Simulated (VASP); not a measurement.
# RbAg (Fm-3m) in VASP: notebook

One crystal, RbAg, is run at these levels: PBE; tasks: single point, relaxation of cell and atoms.

Everything below comes from runs of VASP 6.6.1. Logs are shortened: lines on timing, memory, paths and dates and some standing lists are left out, and cuts for length are marked.

**1. Starting point**

The structure is cubic, space group Fm-3m (No. 225). The conventional cell has a = 7.381 Å, b = 7.381 Å, c = 7.381 Å, α = 90.00°, β = 90.00°, γ = 90.00°. Rb (site symmetry m-3m) has 6 Ag at 3.69 Å as nearest neighbours. Around Ag (site symmetry m-3m) lie 6 Rb at 3.69 Å.

The cell was built by a generator and needn't be a form met in nature.

**2. Single point, PBE**

Input file INCAR:

```
SYSTEM = RbAg
ALGO = Normal ; EDIFF = 1E-6
ENCUT = 520 ; GGA = PE
ISIF = 2 ; ISMEAR = -1
LASPH = .TRUE. ; LCHARG = .FALSE.
LREAL = .FALSE. ; LWAVE = .FALSE.
NBANDS = 17 ; NELM = 100
PREC = Accurate ; SIGMA = 0.1
```

Input file KPOINTS:

```
k-points
0
G
  7 7 7
  0 0 0
```

Input file POSCAR:

```
RbAg
1.0
    0.0000000000      3.6904309515      3.6904309515
    3.6904309515      0.0000000000      3.6904309515
    3.6904309515      3.6904309515      0.0000000000
Rb Ag
1 1
Direct
    0.0000000000      0.0000000000      0.0000000000
    0.5000000000      0.5000000000      0.5000000000
```

Potentials or basis: VASP PAW PBE potentials, release 64 (Rb_sv, Ag).

Command:

```sh
$ cat potpaw_PBE.64/Rb_sv/POTCAR potpaw_PBE.64/Ag/POTCAR > POTCAR
$ mpirun -np 1 vasp_std > vasp.out
```

OUTCAR:

```text
SYSTEM = RbAg
   EDIFF = 1E-6
   ENCUT = 520
   GGA = PE
   ISIF = 2
   ISMEAR = -1
   LASPH = .TRUE.
   LREAL = .FALSE.
   NELM = 100
   PREC = Accurate

 ion  position               nearest neighbor table
   1  0.000  0.000  0.000-   2 3.69   2 3.69   2 3.69   2 3.69   2 3.69   2 3.69
   2  0.500  0.500  0.500-   1 3.69   1 3.69   1 3.69   1 3.69   1 3.69   1 3.69

  LATTYP: Found a face centered cubic cell.
 ALAT       =     7.3808619030

  Lattice vectors:

 A1 = (   0.0000000000,   3.6904309515,   3.6904309515)
 A2 = (   3.6904309515,   0.0000000000,   3.6904309515)
 A3 = (   3.6904309515,   3.6904309515,   0.0000000000)

Analysis of symmetry for initial positions (statically):
=====================================================================
 Subroutine PRICEL returns:
 Original cell was already a primitive cell.

 Routine SETGRP: Setting up the symmetry group for a
 face centered cubic supercell.

 Subroutine GETGRP returns: Found 48 space group operations
 (whereof 48 operations were pure point group operations)
 out of a pool of 48 trial point group operations.

The static configuration has the point symmetry O_h .

Analysis of symmetry for dynamics (positions and initial velocities):
=====================================================================
 Subroutine PRICEL returns:
 Original cell was already a primitive cell.

 Routine SETGRP: Setting up the symmetry group for a
 face centered cubic supercell.

 Subroutine GETGRP returns: Found 48 space group operations
 (whereof 48 operations were pure point group operations)
 out of a pool of 48 trial point group operations.

The dynamic configuration has the point symmetry O_h .

 Subroutine INISYM returns: Found 48 space group operations
 (whereof 48 operations are pure point group operations),
 and found     1 'primitive' translations

----------------------------------------------------------------------------------------

                                     Primitive cell

  volume of cell :     100.5220

  direct lattice vectors                    reciprocal lattice vectors
     0.000000000  3.690430951  3.690430951    -0.135485532  0.135485532  0.135485532
     3.690430951  0.000000000  3.690430951     0.135485532 -0.135485532  0.135485532
     3.690430951  3.690430951  0.000000000     0.135485532  0.135485532 -0.135485532

  length of vectors
     5.219057503  5.219057503  5.219057503     0.234667825  0.234667825  0.234667825

  position of ions in fractional coordinates (direct lattice)
     0.000000000  0.000000000  0.000000000
     0.500000000  0.500000000  0.500000000

  ion indices of the primitive-cell ions
   primitive index   ion index
                 1           1
                 2           2

----------------------------------------------------------------------------------------

 KPOINTS: k-points

Automatic generation of k-mesh.
 Grid dimensions read from file:
 generate k-points for:    7    7    7

 Generating k-lattice:

  Cartesian coordinates                     Fractional coordinates (reciprocal lattice)
    -0.019355076  0.019355076  0.019355076     0.142857143  0.000000000  0.000000000
     0.019355076 -0.019355076  0.019355076     0.000000000  0.142857143  0.000000000
     0.019355076  0.019355076 -0.019355076     0.000000000  0.000000000  0.142857143

  Length of vectors
     0.033523975  0.033523975  0.033523975

  Shift w.r.t. Gamma in fractional coordinates (k-lattice)
     0.000000000  0.000000000  0.000000000

 Subroutine IBZKPT returns following result:
 ===========================================

 Found     20 irreducible k-points:

 Following reciprocal coordinates:
            Coordinates               Weight
  0.000000  0.000000  0.000000      1.000000
  0.142857  0.000000  0.000000      8.000000
  0.285714  0.000000  0.000000      8.000000
  0.428571  0.000000  0.000000      8.000000
  0.142857  0.142857  0.000000      6.000000
  0.285714  0.142857  0.000000     24.000000
[... 12 lines left out ...]
 -0.428571  0.428571  0.142857     24.000000
 -0.285714  0.428571  0.142857     24.000000
   k-points           NKPTS =     20   k-points in BZ     NKDIM =     20   number of bands    NBANDS=     17
   number of dos      NEDOS =    301   number of ions     NIONS =      2
   total plane-waves  NPLWV =  64000
   dimension x,y,z NGX =    40 NGY =   40 NGZ =   40
   dimension x,y,z NGXF=    80 NGYF=   80 NGZF=   80
   ions per type =               1   1
   NGX,Y,Z   is equivalent  to a cutoff of  12.74, 12.74, 12.74 a.u.
   NGXF,Y,Z  is equivalent  to a cutoff of  25.48, 25.48, 25.48 a.u.
 SYSTEM =  RbAg
   PREC   = accura    normal or accurate (medium, high low for compatibility)
   ISTART =      0    job   : 0-new  1-cont  2-samecut
   ICHARG =      2    charge: 1-file 2-atom 10-const
   ISPIN  =      1    spin polarized calculation?
   LNONCOLLINEAR =      F non collinear calculations
   LSORBIT =      F    spin-orbit coupling
   LASPH  =      T    aspherical Exc in radial PAW
   ENCUT  =  520.0 eV  38.22 Ry    6.18 a.u.   9.70  9.70  9.70*2*pi/ulx,y,z
   NELM   =    100;   NELMIN=  2; NELMDL= -5     # of ELM steps
   EDIFF  = 0.1E-05   stopping-criterion for ELM
   LREAL  =      F    real-space projection
   EDIFFG = 0.1E-04   stopping-criterion for IOM
   NSW    =      0    number of steps for IOM
   IBRION =     -1    ionic relax: 0-MD 1-quasi-New 2-CG
   NFREE  =      0    steps in history (QN), initial steepest desc. (CG)
   ISIF   =      2    stress and relaxation
   ISYM   =      2    0-nonsym 1-usesym 2-fastsym
   POTIM  = 0.5000    time-step for ionic-motion
   TEBEG  =    0.0;   TEEND  =   0.0 temperature during run
   PSTRESS=    0.0 pullay stress
   NELECT =      20.0000    total number of electrons
   NUPDOWN=      -1.0000    fix difference up-down
   EMIN   =  10.00;   EMAX   =-10.00  energy-range for DOS
   EFERMI =   0.00;   METHOD = LEGACY
   ISMEAR =    -1;   SIGMA  =   0.10  broadening in eV -4-tet -1-fermi 0-gaus
   EFERMI_NEDOS =   21; number of points for ismear=-14 and -15
   IALGO  =     38    algorithm
   IMIX   =      4    mixing-type and parameters
     AMIX     =   0.40;   BMIX     =  1.00
     AMIX_MAG =   1.60;   BMIX_MAG =  1.00
  volume/ion in A,a.u.               =      50.26       339.18
  Fermi-wavevector in a.u.,A,eV,Ry     =   0.955721  1.806051 12.427594  0.913402
  Thomas-Fermi vector in A             =   2.084584
   LORBIT       =      0    0 simple, 1 ext, 2 COOP (PROOUT), +10 PAW based schemes
   GGA     = PE    functional components
   LHFCALC =     F    Hartree Fock is set to
   AEXX    =    0.0000 exact exchange contribution
   IVDW    =     0    specifies the selected vdW correction
   LEPSILON=     F    determine dielectric tensor
   LRPA    =     F    only Hartree local field effects (RPA)
 non-spin polarized calculation
  energy-cutoff  :      520.00
  volume of cell :      100.52
 maximum number of plane-waves:      2734
   NGX = 19   NGY = 19   NGZ = 19

 number of electron      20.0000004 magnetization

 Free energy of the ion-electron system (eV)
  ---------------------------------------------------
  ext. energy  EPLUGINS =         0.00000000
  ---------------------------------------------------
  free energy    TOTEN  =        -3.38593022 eV

  energy without entropy =       -3.38553619  energy(sigma->0) =       -3.38573320

 E-fermi :   0.5627     XC(G=0):  -6.7874

 val. band max:       -0.1902133730   @ k =  -0.2857   0.4286   0.1429
 cond. band min:       1.2262299739   @ k =  -0.4286   0.1429   0.0000
 fundamental gap:      1.4164433468
 Fermi energy:         0.5626639848

 k-point     1 :       0.0000    0.0000    0.0000
  band No.  band energies     occupation
      1     -27.0625      2.00000
      2     -11.1359      2.00000
      3     -11.1359      2.00000
      4     -11.1359      2.00000
      5      -2.9240      2.00000
      6      -2.9240      2.00000
[... 9 lines left out ...]
     16       5.8283      0.00000
     17       6.5877      0.00000

 k-point     2 :       0.1429    0.0000    0.0000
  band No.  band energies     occupation
      1     -27.0620      2.00000
      2     -11.1519      2.00000
      3     -11.1387      2.00000
      4     -11.1387      2.00000
      5      -2.9121      2.00000
      6      -2.9121      2.00000
[... 9 lines left out ...]
     16       5.8731      0.00000
     17       7.5280      0.00000

 k-point     3 :       0.2857    0.0000    0.0000
  band No.  band energies     occupation
      1     -27.0609      2.00000
      2     -11.1874      2.00000
      3     -11.1449      2.00000
      4     -11.1449      2.00000
      5      -2.8905      2.00000
      6      -2.8892      2.00000
[... 9 lines left out ...]
     16       6.2640      0.00000
     17       8.2679      0.00000

 k-point     4 :       0.4286    0.0000    0.0000
  band No.  band energies     occupation
      1     -27.0600      2.00000
      2     -11.2152      2.00000
      3     -11.1498      2.00000
      4     -11.1498      2.00000
      5      -2.8864      2.00000
      6      -2.8740      2.00000
[... 9 lines left out ...]
     16       6.9168      0.00000
     17       7.0599      0.00000
[... 263 lines left out ...]
      1     -27.0595      2.00000
      2     -11.2013      2.00000
      3     -11.1703      2.00000
      4     -11.1572      2.00000
      5      -2.9023      2.00000
      6      -2.8864      2.00000
[... 9 lines left out ...]
     16       7.3020      0.00000
     17       7.9480      0.00000

 k-point    19 :      -0.4286    0.4286    0.1429
  band No.  band energies     occupation
      1     -27.0593      2.00000
      2     -11.1986      2.00000
      3     -11.1704      2.00000
      4     -11.1648      2.00000
      5      -2.9220      2.00000
      6      -2.9179      2.00000
[... 9 lines left out ...]
     16       7.4064      0.00000
     17       7.7024      0.00000

 k-point    20 :      -0.2857    0.4286    0.1429
  band No.  band energies     occupation
      1     -27.0592      2.00000
      2     -11.1882      2.00000
      3     -11.1861      2.00000
      4     -11.1642      2.00000
      5      -2.9198      2.00000
      6      -2.8887      2.00000
[... 9 lines left out ...]
     16       7.1356      0.00000
     17       7.6742      0.00000

------------------------ aborting loop because EDIFF is reached ----------------------------------------

  FORCE on cell =-STRESS in cart. coord.  units (eV):
  Direction    XX          YY          ZZ          XY          YZ          ZX
  --------------------------------------------------------------------------------------
  -------------------------------------------------------------------------------------
  Total        0.0037670      0.0037670      0.0037670     -0.0000000      0.0000000      0.0000000
  in kB        0.0600410      0.0600410      0.0600410     -0.0000000      0.0000000      0.0000000
  external PRESSURE =       0.0600410 kB  Pullay stress =       0.0000000 kB

 VOLUME and BASIS-vectors are now :
 -----------------------------------------------------------------------------
  energy-cutoff  :      520.00
  volume of cell :      100.52
      direct lattice vectors                 reciprocal lattice vectors
     0.000000000  3.690430951  3.690430951    -0.135485532  0.135485532  0.135485532
     3.690430951  0.000000000  3.690430951     0.135485532 -0.135485532  0.135485532
     3.690430951  3.690430951  0.000000000     0.135485532  0.135485532 -0.135485532

 POSITION                                       TOTAL-FORCE (eV/Angst)
 -----------------------------------------------------------------------------------
      0.00000      0.00000      0.00000        -0.000000     -0.000000     -0.000000
      3.69043      3.69043      3.69043         0.000000      0.000000      0.000000
 -----------------------------------------------------------------------------------
    total drift:                                0.000000     -0.000000      0.000000

  FREE ENERGIE OF THE ION-ELECTRON SYSTEM (eV)
  ---------------------------------------------------
  free  energy   TOTEN  =        -3.3859302216 eV

  energy  without entropy=       -3.3855361881  energy(sigma->0) =       -3.38573320
```

It took 52 s on 1 thread of Intel Xeon Platinum 8175M at 2.50GHz (Skylake/Cascade Lake), shared host; peak memory 0.24 GiB.

Results:

```
Free energy            : -3.3859 eV
Pressure               : 0.0 GPa
Band gap on the k mesh : 1.42 eV, indirect (least direct gap 1.49 eV)
```

Caveat: an odd mesh through Γ misses points on the zone boundary, where band edges often lie.

**3. Relaxation of cell and atoms, PBE**

This run uses another cell than the first one, of 35.31 Å³/atom, 0.703 times its volume.

Input file INCAR:

```
SYSTEM = RbAg
  ALGO = Normal
  EDIFF = 1E-6
  EDIFFG = -0.01
  ENCUT = 600
  GGA = PE
  IBRION = 2
  ISIF = 3
  ISMEAR = -1
  LASPH = .TRUE.
  LCHARG = .FALSE.
  LREAL = .FALSE.
  LWAVE = .FALSE.
  NELM = 60
  NSW = 80
  PREC = Accurate
  SIGMA = 0.1
```

KPOINTS is that of step 2.

Input file POSCAR:

```
RbAg
1.0
    0.0000000000      3.2807170000      3.2807170000
    3.2807170000      0.0000000000      3.2807170000
    3.2807170000      3.2807170000      0.0000000000
Rb Ag
1 1
Direct
    0.0000000000      0.0000000000      0.0000000000
    0.5000000000      0.5000000000      0.5000000000
```

Potentials or basis: VASP PAW PBE potentials, release 64 (Rb_sv, Ag).

Command:

```sh
$ cat potpaw_PBE.64/Rb_sv/POTCAR potpaw_PBE.64/Ag/POTCAR > POTCAR
$ mpirun -np 1 vasp_std > vasp.out
```

Run time: 4.8 min. Hardware: 1 thread of Intel Xeon Platinum 8175M at 2.50GHz (Skylake/Cascade Lake), shared host; peak memory 0.26 GiB.

Results (log left out):

| Property | Result |
| --- | --- |
| Free energy | -3.3821 eV |
| Relaxed volume | 50.34 Å³/atom |
| Relaxed cell | a = 5.222 Å, b = 5.222 Å, c = 5.222 Å, α = 60.00°, β = 60.00°, γ = 60.00° |
| Space group after relaxing (to 0.05 Å) | Fm-3m (No. 225) |
| Energy gained by relaxing | 170.9 meV/atom |
| Ionic steps | 16 |
| Pressure after relaxing | 0.0 GPa |
| Band gap on the k mesh | 1.42 eV, indirect (least direct gap 1.49 eV) |

The path:
```csv
step,energy change (eV),largest force (eV/Å),pressure (GPa),volume (Å³)
1,0.0000,0.0000,5.02,70.62
2,-0.2475,0.0000,1.99,82.55
3,-0.3312,0.0000,0.52,93.86
4,-0.3413,0.0000,-0.05,98.98
5,-0.3407,0.0000,0.16,98.35
6,-0.3408,0.0000,0.16,98.39
7,-0.3409,0.0000,0.15,98.50
8,-0.3409,0.0000,0.15,98.51
9,-0.3409,0.0000,0.15,98.51
10,-0.3409,0.0000,0.16,98.53
11,-0.3409,0.0000,0.15,98.56
12,-0.3410,0.0000,0.14,98.63
13,-0.3411,0.0000,0.13,98.77
14,-0.3413,0.0000,0.11,99.04
15,-0.3416,0.0000,0.09,99.58
16,-0.3419,0.0000,0.02,100.68
```

Final structure:
```
Rb Ag
1.0
     0.00000    3.69231    3.69231
     3.69231    0.00000    3.69231
     3.69231    3.69231    0.00000
Rb Ag
1 1
Cartesian
  3.6923 7.3846 3.6923
  3.6923 3.6923 3.6923
```

Levels at points of the mesh, in eV from the valence-band top:
| k point | band 7 | band 8 | band 9 | band 10 | band 11 | band 12 | band 13 | band 14 |
| --- | --- | --- | --- | --- | --- | --- | --- | --- |
| (0.00, 0.00, 0.00) | -2.71 | -2.71 | -2.71 | -1.82 | 5.58 | 5.58 | 5.58 | 6.01 |

Caveat: the volume moved by over 15 % at a fixed basis, so the end points are rough; an odd mesh through Γ misses points on the zone boundary, where band edges often lie. PBE gaps usually lie below the measured ones, often by a third to a half.

(Part 1 of 2 ends here.)
